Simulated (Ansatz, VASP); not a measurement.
# CuSb in two plane-wave programs

One calculation is typed for both programs; each brings its own data sets and cutoff. How far apart do they land? The cell is invented: As first built, before any earlier steps moved the atoms (in the runner's words): it takes the ScCu structure with some of its atoms replaced by other elements, volume scaled by an estimate. It may not be a known or stable phase. The cell is taken from a series of VASP runs on this material, whose earlier steps may have relaxed, scaled or displaced it; both programs get it as it stands.

Main program and level: Ansatz 0.2.0; plane waves, with VASP 6.6.1 beside it; relaxation of cell and atoms at RPBE.

### 1. Starting point

The structure is cubic, space group Pm-3m (No. 221). Conventional cell: a = 3.422 Å, b = 3.422 Å, c = 3.422 Å, α = 90.00°, β = 90.00°, γ = 90.00°. Nearest to Sb lie 8 Cu at 2.96 Å. Nearest to Cu lie 8 Sb at 2.96 Å. As first built, before any earlier steps moved the atoms (in the runner's words): sites of the ScCu structure (space group 221) filled with other elements, volume scaled by an estimate. Farther neighbours are not listed.

### 2. VASP: relaxation of cell and atoms, RPBE

The relaxed volume is the usual yardstick between codes: its relative difference is about their pressure difference at one cell divided by the bulk modulus.

Lines of VASP's logs that name or quote its potential files are left out, and so is its time.

Input file INCAR:

```
SYSTEM = CuSb
PREC = Accurate
ENCUT = 400
EDIFF = 1E-06
NELM = 100
ISMEAR = -1
SIGMA = 0.05
LREAL = .FALSE.
ALGO = Normal
GGA = RP
NBANDS = 14
LORBIT = 11
LWAVE = .FALSE.
LCHARG = .FALSE.
IBRION = 2
NSW = 60
ISIF = 3
EDIFFG = -0.01
```

Input file POSCAR:

```
CuSb
1.0
    3.4215726966      0.0000000000      0.0000000000
    0.0000000000      3.4215726966      0.0000000000
    0.0000000000      0.0000000000      3.4215726966
Sb Cu
1 1
Direct
    0.5000000000      0.5000000000      0.5000000000
    0.0000000000      0.0000000000      0.0000000000
```

Input file KPOINTS:

```
Automatic mesh
0
Gamma
6 6 6
0 0 0
```

Potentials, in the order of the species: Sb and Cu (PBE family, release 64).

Launch:

```
$ mpirun -np 1 vasp_std
```

Numbers of over 12 decimals in the logs are rounded to 6 here.

The program printed:

```text
[banner, memory and clock lines left out]
running    1 mpi-ranks, on    1 nodes
 distrk:  each k-point on    1 cores,    1 groups
 distr:  one band on    1 cores,    1 groups

 POSCAR found type information on POSCAR SbCu
 POSCAR found :  2 types and       2 ions
|                                                                             |
|               ----> ADVICE to this user running VASP <----                  |
|                                                                             |
|     You enforced a specific xc type in the INCAR file but a different       |
|     [... a line on the potential file left out ...]
|     I HOPE YOU KNOW WHAT YOU ARE DOING!                                     |
|                                                                             |

 LDA part: xc-table for (Slater+PW92), standard interpolation
 POSCAR, INCAR and KPOINTS ok, starting setup
 FFT: planning ... GRIDC
 FFT: planning ... GRID_SOFT
 FFT: planning ... GRID
 WAVECAR not read
 entering main loop
       N       E                     dE             d eps       ncg     rms          rms(c)
DAV:   1     0.688879395217E+02    0.68888E+02   -0.58758E+03   574   0.104E+03
DAV:   2    -0.467226055259E+01   -0.73560E+02   -0.67051E+02   596   0.202E+02
DAV:   3    -0.718340007447E+01   -0.25111E+01   -0.24443E+01   728   0.456E+01
DAV:   4    -0.723139074604E+01   -0.47991E-01   -0.47972E-01   644   0.577E+00
DAV:   5    -0.723335302386E+01   -0.19623E-02   -0.19622E-02   800   0.132E+00    0.835E+00
DAV:   6    -0.802782712510E+01   -0.79447E+00   -0.15861E+01   644   0.115E+02    0.776E+00
DAV:   7    -0.648798065579E+01    0.15398E+01   -0.41828E+00   680   0.608E+01    0.193E+00
DAV:   8    -0.646420482250E+01    0.23776E-01   -0.55187E-01   706   0.188E+01    0.131E+00
DAV:   9    -0.644674894694E+01    0.17456E-01   -0.86164E-02   760   0.717E+00    0.491E-01
DAV:  10    -0.644682038793E+01   -0.71441E-04   -0.18293E-03   666   0.429E-01    0.372E-01
DAV:  11    -0.644657401364E+01    0.24637E-03   -0.38120E-04   768   0.512E-01    0.903E-02
DAV:  12    -0.644657314053E+01    0.87311E-06   -0.12337E-04   776   0.230E-01    0.511E-02
DAV:  13    -0.644656756586E+01    0.55747E-05   -0.23617E-05   812   0.117E-01    0.143E-02
DAV:  14    -0.644656801278E+01   -0.44692E-06   -0.30623E-06   680   0.268E-02
   1 F= -.64465680E+01 E0= -.64440507E+01  d E =-.644657E+01
[...]
2 F= -.64464787E+01 E0= -.64439850E+01  d E =0.893229E-04
[...]
3 F= -.64465484E+01 E0= -.64440399E+01  d E =0.196613E-04
[...]
4 F= -.64465576E+01 E0= -.64440461E+01  d E =0.103922E-04
[...]
5 F= -.64465636E+01 E0= -.64440494E+01  d E =0.443989E-05
 curvature:  -0.21 expect dE=-0.887E-05 dE for cont linesearch -0.887E-05
 ZBRENT: bisectioning
 opt :   0.0604  next Energy=    -6.446568 (dE= 0.481E-06)
 bond charge predicted
       N       E                     dE             d eps       ncg     rms          rms(c)
DAV:   1    -0.644657362190E+01   -0.91031E-05   -0.92974E-05   638   0.232E-01    0.236E-02
DAV:   2    -0.644657348608E+01    0.13582E-06   -0.91960E-05   644   0.286E-01    0.182E-02
DAV:   3    -0.644656613923E+01    0.73469E-05   -0.28852E-05   650   0.164E-01    0.418E-03
DAV:   4    -0.644656585632E+01    0.28291E-06   -0.40018E-07   286   0.106E-02
   6 F= -.64465659E+01 E0= -.64440502E+01  d E =0.215646E-05
 curvature:  -0.09 expect dE=-0.187E-05 dE for cont linesearch -0.187E-05
 trial: gam= 0.00000 g(F)=  0.108E-68 g(S)=  0.204E-04 ort =-0.438E-04 (trialstep = 0.812E+00)
 search vector abs. value=  0.204E-04
 reached required accuracy - stopping structural energy minimisation
```

Parts of OUTCAR (step 2):

```text
ion  position               nearest neighbor table
   1  0.500  0.500  0.500-   2 2.96   2 2.96   2 2.96   2 2.96   2 2.96   2 2.96   2 2.96   2 2.96

  LATTYP: Found a simple cubic cell.
 ALAT       =     3.4215726966

 Subroutine GETGRP returns: Found 48 space group operations
 (whereof 48 operations were pure point group operations)

The static configuration has the point symmetry O_h .

 Found     20 irreducible k-points:

   k-points           NKPTS =     20   k-points in BZ     NKDIM =     20   number of bands    NBANDS=     14

   dimension x,y,z NGX =    24 NGY =   24 NGZ =   24
   dimension x,y,z NGXF=    48 NGYF=   48 NGZF=   48

   ENCUT  =  400.0 eV  29.40 Ry    5.42 a.u.   5.58  5.58  5.58*2*pi/ulx,y,z

   NELECT =      16.0000    total number of electrons

 k-points in reciprocal lattice and weights: Automatic mesh
   0.00000000  0.00000000  0.00000000       0.005
   0.16666667  0.00000000  0.00000000       0.028
   0.33333333  0.00000000  0.00000000       0.028
   0.50000000  0.00000000  0.00000000       0.014
   0.16666667  0.16666667  0.00000000       0.056
   0.33333333  0.16666667  0.00000000       0.111
   0.50000000  0.16666667  0.00000000       0.056
   0.33333333  0.33333333  0.00000000       0.056
   0.50000000  0.33333333  0.00000000       0.056
[...]
0.50000000  0.50000000  0.33333333       0.028
   0.50000000  0.50000000  0.50000000       0.005

 average (electrostatic) potential at core
       1 -85.1400       2 -63.3950

 E-fermi :   8.2325

 k-point     1 :       0.0000    0.0000    0.0000
  band No.  band energies     occupation
    ...
      2       4.9446      2.00000
      3       4.9446      2.00000
      4       5.4854      2.00000
      5       5.4854      2.00000
      6       5.4854      2.00000
      7       8.7219      0.00011
      8       8.7219      0.00011
      9       8.7219      0.00011
     10      10.6201      0.00000
     11      13.8153      0.00000
    ...

 k-point     2 :       0.1667    0.0000    0.0000
  band No.  band energies     occupation
    ...
      3       4.9718      2.00000
      4       5.3587      2.00000
      5       5.3587      2.00000
      6       5.4874      2.00000
      7       6.5058      2.00000
      8       9.2106      0.00000
      9       9.2106      0.00000
     10      11.7383      0.00000
     11      14.0007      0.00000
     12      16.0563      0.00000
    ...

 k-point     3 :       0.3333    0.0000    0.0000
  band No.  band energies     occupation
    ...
      3       5.0270      2.00000
      4       5.1542      2.00000
      5       5.1542      2.00000
      6       5.4915      2.00000
      7       5.7585      2.00000
      8      10.4123      0.00000
      9      10.4123      0.00000
     10      12.7061      0.00000
     11      14.5219      0.00000
     12      16.3514      0.00000
    ...

  Total        0.0167756      0.0167756      0.0167756     -0.0000000      0.0000000      0.0000000
  in kB        0.6710889      0.6710889      0.6710889     -0.0000000      0.0000000      0.0000000
  external PRESSURE =       0.6710889 kB  Pullay stress =       0.0000000 kB

  energy-cutoff  :      400.00
  volume of cell :       40.05
      direct lattice vectors                 reciprocal lattice vectors
     3.421392972  0.000000000  0.000000000     0.292278615  0.000000000  0.000000000
    -0.000000000  3.421392972  0.000000000    -0.000000000  0.292278615  0.000000000
    -0.000000000 -0.000000000  3.421392972    -0.000000000 -0.000000000  0.292278615

 POSITION                                       TOTAL-FORCE (eV/Angst)
 -----------------------------------------------------------------------------------
      1.71070      1.71070      1.71070        -0.000000      0.000000      0.000000
      0.00000      0.00000      0.00000         0.000000     -0.000000      0.000000
 -----------------------------------------------------------------------------------
    total drift:                               -0.000000      0.000000      0.000000

  FREE ENERGIE OF THE ION-ELECTRON SYSTEM (eV)
  ---------------------------------------------------
  free  energy   TOTEN  =        -6.4465658563 eV

  energy  without entropy=       -6.4415346159  energy(sigma->0) =       -6.44405024

 reached required accuracy - stopping structural energy minimisation

 total charge
# of ion       s       p       d       tot
------------------------------------------
    1        1.237   1.060   0.047   2.344
    2        0.373   0.222   9.215   9.810
--------------------------------------------------
tot          1.611   1.282   9.261  12.154

[... 3 further parts left out ...]
```

CONTCAR:

```
CuSb
   1.00000000000000
     3.4213929724921397    0.0000000000000000    0.0000000000000000
    -0.0000000000000000    3.4213929724921397    0.0000000000000000
    -0.0000000000000000   -0.0000000000000000    3.4213929724921397
  Sb              Cu
     1     1
Direct
     0.5000000000000000    0.5000000000000000    0.5000000000000000
     0.0000000000000000    0.0000000000000000    0.0000000000000000
```

### 3. Ansatz: relaxation of cell and atoms, RPBE

Ansatz runs on its default PAW (the set named soft_2) files.

The same cell, functional, mesh and smearing now go to Ansatz, which takes its cutoff from its data sets.

Input file input.yaml:

```yaml
crystal:
  lattice:
    - [3.4215726966, 0.0, 0.0]
    - [0.0, 3.4215726966, 0.0]
    - [0.0, 0.0, 3.4215726966]
  atoms:
    - { symbol: Sb, position: [0.5, 0.5, 0.5] }
    - { symbol: Cu, position: [0.0, 0.0, 0.0] }
hamiltonian:
  xc: rpbe
  pseudopotentials: { kind: paw }
kpoints:
  mp_grid: { grid: [6, 6, 6] }
scf:
  occupations: { method: fermi_dirac, width: 0.05 }
relax:
  f_tol: 0.01
  max_steps: 60
  cell: { stress_tol: 0.05 }
output:
  forces: true
  stress: true
```

Launch:

```
$ ansatz run input.yaml --threads 4 --pin off --max-ram 9216MiB --backend cpu --events-out ev --progress --plain --runs-dir out
```

The program printed:

```text
Engine: ansatz 0.2.0, x86_64-unknown-linux-gnu
Pseudopotentials: kind: paw
Pseudopotential: Sb, paw, valence charge 15, recommended cutoff 420 eV (normal), Sb.paw.azcp
Pseudopotential: Cu, paw, valence charge 19, recommended cutoff 420 eV (normal), Cu.paw.azcp
Functional definition: RPBE
  parameter kappa = 0.804
  parameter beta = 0.066725
  exchange = rpbe_x(kappa = kappa, mu = beta*pi^2/3)
  correlation = pbe_c(beta = beta)
Crystal: 2 atoms, lattice volume = 40.057 Å³
Basis set: ecut = 420 eV, 751 PW (Γ), exchange–correlation on 48×48×48 points (8 copies of the dense FFT grid, shifted against one another)
Bands: 21, of which v1, the nominal top of the filled ones, is band 17 counted from 1 (16 counted from 0)
Symmetry: 48 space group operations
Space group: Pm-3m (ITA 221), of the structure as read, at distance tolerance 3.4e-5 Å
k-points: 20 of 216
Non-local potential: Sb, projectors of the file, l = 0: 2, l = 1: 2, l = 2: 2, l = 3: 2
Non-local potential: Cu, projectors of the file, l = 0: 3, l = 1: 2, l = 2: 3, l = 3: 1
PAW form: soft (Blöchl's): semilocal exchange-correlation on the pseudo side does not see the compensation charge
PAW frozen core: Sb, regenerated for the run's functional, and the local potential with it (the file was generated under x = pbe(κ = 0.804, μ = 0.219515), c = pbe(β = 0.066725))
PAW frozen core: Cu, regenerated for the run's functional, and the local potential with it (the file was generated under x = pbe(κ = 0.804, μ = 0.219515), c = pbe(β = 0.066725))
PAW one-centre angular grid: Sb, 590 points (default); XC on 64 Gauss nodes
PAW one-centre angular grid: Cu, 590 points (default); XC on 64 Gauss nodes
Initial density: superposition of atomic densities (neutral atoms: chi_scale 0, normalization atom), corrected by the library's trained network
Initial wavefunctions: pseudopotential atomic-orbital guess
Functional: x = rpbe, c = pbe(β = 0.066725)
SCF iter   1: F=—  HF=-13122.943915 eV  |F-HF|=—  |Δ(HF+E_count)|=         —  Δρ=4.69e-3  dr2=3.86e-3  ethr=1.77e-3  ⟨swp⟩=5.8  Hψ=1817  notcnv=0
preconditioner: auto → Resta (q_TF=auto, 2.655 Å⁻¹)  ε∞=3.7  [insulator: Δε(μ)=0.174 eV  Ē_g=18.041 eV  σ=0.050 eV  W_gap=0.66  n_scr=18 (ndim 8)  ℏωp=29.9 eV  f_vac=0.000  D(μ)=0.60/eV (n_scr^D=0)  ε∞_Penn≈3.7]
SCF iter   2: F=—  HF=-13122.941961 eV  |F-HF|=—  |Δ(HF+E_count)|=   1.95e-3  Δρ=1.31e-3  dr2=5.42e-4  ethr=1.13e-5  ⟨swp⟩=2.9  Hψ=936  notcnv=0
SCF iter   3: F=—  HF=-13122.941920 eV  |F-HF|=—  |Δ(HF+E_count)|=   4.14e-5  Δρ=7.66e-4  dr2=1.26e-4  ethr=1.59e-6  ⟨swp⟩=2.4  Hψ=681  notcnv=0
SCF iter   4: F=—  HF=-13122.941928 eV  |F-HF|=—  |Δ(HF+E_count)|=   7.87e-6  Δρ=9.90e-5  dr2=3.76e-6  ethr=3.71e-7  ⟨swp⟩=2.6  Hψ=643  notcnv=0
SCF iter   5: F=—  HF=-13122.941930 eV  |F-HF|=—  |Δ(HF+E_count)|=   1.99e-6  Δρ=1.87e-5  dr2=1.27e-7  ethr=1.11e-8  ⟨swp⟩=2.2  Hψ=607  notcnv=0
SCF iter   6: F=-13122.941930 eV  HF=-13122.941930 eV  |F-HF|=1.45e-8  |Δ(HF+E_count)|=   1.55e-8  Δρ=5.75e-6  dr2=9.59e-9  ethr=2.94e-10  ⟨swp⟩=4.1  Hψ=1416  notcnv=0
SCF 1 converged in 6 iterations: F = -13122.941930 eV  dr2 = 9.59e-9
  greatest PAW one-centre occupation: 1.000 electrons in one spin orbital (limit 2), on the Cu atom at site 1 (counted from 0), in its partial waves of l = 0
relax step   1: F+E_penalty+E_count = -13122.94192983 eV  Δ(F+E_penalty+E_count) = +0.000e0 eV  max|allowed force component| = 3.221e-30 eV/Å  Δτ_max = 0.0000 Å  P = +0.297 GPa  Ω = 40.057 Å³  (6 SCF iters, dr2 threshold 1.00e-7 eV, accepted)
[...]
relax step   2: F+E_penalty+E_count = -13122.94192118 eV  Δ(F+E_penalty+E_count) = +8.648e-6 eV  max|allowed force component| = 4.700e-30 eV/Å  Δτ_max = 0.0000 Å  P = -0.172 GPa  Ω = 40.317 Å³  energy of the carried Pulay correction = -1.082e-4 eV  (6 SCF iters, dr2 threshold 2.00e-7 eV, accepted)
[...]
relax step   3: F+E_penalty+E_count = -13122.94201264 eV  Δ(F+E_penalty+E_count) = -9.146e-5 eV  max|allowed force component| = 2.958e-30 eV/Å  Δτ_max = 0.0000 Å  P = -0.001 GPa  Ω = 40.221 Å³  energy of the carried Pulay correction = -6.847e-5 eV  (6 SCF iters, dr2 threshold 7.37e-8 eV, accepted)
[...]
relax step   4: F+E_penalty+E_count = -13122.94208133 eV  Δ(F+E_penalty+E_count) = -6.870e-5 eV  max|allowed force component| = 3.566e-30 eV/Å  Δτ_max = 0.0000 Å  P = -0.003 GPa  Ω = 40.221 Å³  stress off target by 3.14e-3 GPa  SCF on the basis re-selected at this cell (its energy is not comparable with the rows above)  (6 SCF iters)
basis re-selected at this cell: Δ(F+E_penalty+E_count) = -6.870e-5 eV, ΔP = -0.002 GPa vs the last step (what re-selecting the basis moved, of the pressure what is left beyond the Pulay correction that the steps carried, after the strain that the cell walked since its last selection, with what the two solves' SCF thresholds leave and, on support functions, any second-order correction that the steps lacked; it is no m [...]
SCF converged after 6 iterations
Free energy (F): -13122.942081 eV
Harris-Foulkes:  -13122.942081 eV  (|F-HF|=7.28e-12)
Internal energy: -13122.937099 eV  (E = F + TS)
E sigma→0 (E₀):  -13122.939590 eV
Entropy (-TS):   -0.004982 eV (-2.491 meV/atom)
Fermi energy:    12.991508 eV
--- Per-component energies (eV) ---
  E_band       = -559.900707
  E_kinetic    = 505.057954
  E_local      = -6236.414195  (includes V_loc(G=0)·N_el)
  E_nonlocal   = 758.261756
  E_hartree    = 2789.802441
  E_xc         = -226.509800
  E_vxc        = -209.158132  (∫ρ·V_xc dr)
  E_paw        = -6258.680083  (= ΣΔE_a)
  E_vpaw       = -957.253344  (= ΣTr[D̂ρ^β])
  E_aug_tail   = 0.000282  (compensation charges beyond the density's cutoff)
  E_ewald      = -4454.403372
  E_core_change = -0.052082  (= ΣΔE_core)
  E_smearing   = -0.004982  (= −TS)
  E_closure    = 0.000000  (closes the sum)
  Σ components = -13122.942081   (vs F -13122.942081, Δ=0.00e0)
--- Forces (eV/Å), atoms counted from 1 ---
  atom   1  Sb     0.00000000     0.00000000    -0.00000000
  atom   2  Cu    -0.00000000    -0.00000000     0.00000000
  max |Σ_I F_I| component: 5.49e-30 eV/Å
--- Stress (GPa, compression-positive) ---
       -0.003138      -0.000000      -0.000000
       -0.000000      -0.003138       0.000000
       -0.000000       0.000000      -0.003138
  P = ⅓ Tr σ = -0.0031 GPa (-0.031 kbar)
--- Relaxed structure (3 steps of the walk, 3 accepted, 1 SCFs on fresh bases) ---
  F+E_penalty+E_count = -13122.94208133 eV   max|allowed force component| = 3.566e-30 eV/Å   (the final SCF, on the basis selected at the relaxed cell)
  cell:  # Å, volume = 40.2214 Å³
    - [3.426249, 0, 0.0]
    - [0, 3.426249, 0]
    - [0, 0, 3.426249]
  atoms:
    - { symbol: Sb, position: [0.5, 0.5, 0.5] }
    - { symbol: Cu, position: [0, 0, 0] }
```

Run time: 0.98 s. Hardware: 4 threads of AMD EPYC 9R14 (Zen 4), shared host; peak memory 0.49 GiB.

### 4. Comparison

Known differences besides the potentials themselves: both relaxations stop at a tolerance, which leaves soft axes loose, and VASP keeps its plane-wave basis; the data sets hold 34 valence electrons in Ansatz (default PAW (the set named soft_2) files) and 16 in VASP; the cutoff is 420 eV in Ansatz and 400 eV in VASP; Ansatz makes its cores anew for this functional, VASP keeps those of its PBE data sets; VASP leaves aspherical gradient terms in its spheres out (LASPH is not set), Ansatz keeps them; Ansatz adds a Pulay correction to the stress that steers its cell, VASP none. Total energies have different zeros and are not compared.

The two programs side by side:

```csv
quantity,Ansatz,VASP,difference
volume (Å³),40.22,40.05,+0.43 %
"edge a after relaxation, in the typed setting (Å)",3.426,3.421,+0.14 %
```

The walks stopped with 0.00 GPa left in Ansatz and 0.07 GPa in VASP; each walk ends within a tolerance, so the volume difference is uncertain by about these residues over the bulk modulus, most in soft cells.

### 5. Results

| Quantity | Value |
| --- | --- |
| difference in volume (relaxation of cell and atoms, RPBE) | 0.43 % |

What this shows: The difference in volume is 0.43 % (relaxation of cell and atoms, RPBE), within the 1.2 % picked in this series as the mark of a large difference, as far as the stopping tolerances let one tell. 1 further run of this series is not shown here. Such differences can come from data sets, numerical settings and the points named under the comparisons, not from the functional's error against experiment.

[Lines on the potential files, build, host, timing and source positions are cut from VASP's logs without a mark.]

[Logs are printed without paths, hosts, clocks, repeated set-up lines and the standing remarks that a program may print on its own settings, such as how far it seeks lower states.]

[Hosts, paths, dates, database ids (printed as entryN), source tags and the programs' standing remarks are cut or masked in the printed files.]
